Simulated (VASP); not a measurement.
Here is the system:

```
MgSe
1.0
    0.00000     2.65344     2.68846
    2.69759     0.00000     2.68846
    2.69759     2.65344     0.00000
Mg Se
1 1
Cartesian
  0.00000   0.00000   0.00000
  2.74288   2.65344   2.68846
```

The numbers are results of PBE GGA, VASP's PBE PAW potentials (set 64) (plane waves; VASP 6.6.1), not measurements. Settings: 400 eV cut-off, 14×14×14 Γ-centred mesh, Gaussian smearing of 0.050 eV, potentials Mg Se.

Problem. Give the force on each atom (eV/Å).

Solution. 
```json
[
 {"atom": "Mg1", "Fx": "0.132", "Fy": "0.000", "Fz": "0.000"},
 {"atom": "Se2", "Fx": "-0.132", "Fy": "0.000", "Fz": "0.000"}
]
```

Problem. Give the stress tensor in GPa (positive for a compressed cell).

Solution. 
```
5.20  0.00  0.00
0.00  7.01  0.00
0.00  0.00  5.36
```
The pressure is its mean diagonal, 5.85 GPa.

The compound is MgSe in the rock salt structure. The cell was not relaxed at this level, atoms are displaced from their ideal sites. The run is one of a series of settings (KPOINTS 14×14×14 Γ-centred mesh against the base run), some of them coarse on purpose.
